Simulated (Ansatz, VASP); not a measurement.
# Two plane-wave programs on HfIn4SiO6

The input INCAR:

```
SYSTEM = HfIn4SiO6
PREC = Accurate
ENCUT = 520
EDIFF = 1E-7
ISMEAR = -1
SIGMA = 0.05
LREAL = .False.
LASPH = .True.
NELM = 60
ALGO = Normal
ISIF = 2
LWAVE = .False.
LCHARG = .False.
GGA = PE
NBANDS = 63
KPAR = 4
```

The input KPOINTS:

```
Automatic mesh
0
Gamma
  5 5 4
  0 0 0
```

POSCAR

```
HfIn4SiO6
1.0
    3.2516228751     -5.6146193547     -0.0248635809
    3.2516228751      5.6146193547     -0.0248635809
   -1.5005523407      0.0000000000      6.3621575112
Hf In Si O
1 4 1 6
Direct
    0.1017800000      0.1017800000      0.0091200000
    0.7922200000      0.4820400000      0.0081800000
    0.4820400000      0.7922200000      0.0081800000
    0.5447200000      0.2198300000      0.4839800000
    0.2198300000      0.5447200000      0.4839800000
    0.8543300000      0.8543300000      0.4452300000
    0.8350000000      0.5882200000      0.3810400000
    0.5882200000      0.8350000000      0.3810400000
    0.0289900000      0.0289900000      0.2950000000
    0.9792000000      0.9792000000      0.6955500000
    0.4285200000      0.1451400000      0.0743500000
    0.1451400000      0.4285200000      0.0743500000
```

Contents of input.yaml:

```yaml
crystal:
  lattice:
    - [3.2516228751, -5.6146193547, -0.0248635809]
    - [3.2516228751, 5.6146193547, -0.0248635809]
    - [-1.5005523407, 0.0, 6.3621575112]
  atoms:
    - { symbol: Hf, position: [0.10178, 0.10178, 0.00912] }
    - { symbol: In, position: [0.79222, 0.48204, 0.00818] }
    - { symbol: In, position: [0.48204, 0.79222, 0.00818] }
    - { symbol: In, position: [0.54472, 0.21983, 0.48398] }
    - { symbol: In, position: [0.21983, 0.54472, 0.48398] }
    - { symbol: Si, position: [0.85433, 0.85433, 0.44523] }
    - { symbol: O, position: [0.835, 0.58822, 0.38104] }
    - { symbol: O, position: [0.58822, 0.835, 0.38104] }
    - { symbol: O, position: [0.02899, 0.02899, 0.295] }
    - { symbol: O, position: [0.9792, 0.9792, 0.69555] }
    - { symbol: O, position: [0.42852, 0.14514, 0.07435] }
    - { symbol: O, position: [0.14514, 0.42852, 0.07435] }
hamiltonian:
  xc: pbe
  pseudopotentials: { kind: paw }
kpoints:
  mp_grid: { grid: [5, 5, 4] }
scf:
  occupations: { method: fermi_dirac, width: 0.05 }
output:
  forces: true
  stress: true
  eigenvalues: true
```

Change from the starting cell: volume scaled by 1.02.

Alike in both runs: task single point; functional PBE; k mesh 5 × 5 × 4; occupations fermi-dirac, width 0.05 eV; no spin polarisation.

```csv
,VASP,Ansatz
version,VASP 6.6.1,Ansatz 0.2.0
potentials or method,"VASP PAW PBE potentials, release 64 (Hf_pv, In_d, Si, O)",Ansatz PAW
plane-wave cutoff (eV),520,420
valence electrons in the cell,102,118
```

```tsv
	VASP	Ansatz	Ansatz less VASP
gap on the k mesh at the Fermi level (eV)	0.69	0.70	+0.011
least direct gap on the mesh (eV)	0.93	0.94	+0.010
pressure (GPa)	-1.9	-1.7	+0.25
largest component of the traceless stress (GPa)	0.38	0.25	-0.128
rms of the force components (eV/Å)	0.124	0.108	-0.0165
```

Atom by atom the forces differ by 0.051 eV/Å (rms over components). With one functional, cell and mesh, what is left measures potentials, basis and numerics. The two sets of potentials don't hold the same shells in valence.

Caveats: spin-orbit coupling is left out, which moves the levels of the heavy elements; an odd mesh through Γ misses points on the zone boundary, where band edges often lie (VASP); odd divisions of the mesh miss points on the zone boundary, where band edges often lie, so the gap on the mesh can be too wide (Ansatz); the pressure holds a Pulay correction of +0.3 GPa for the finite cutoff (Ansatz).
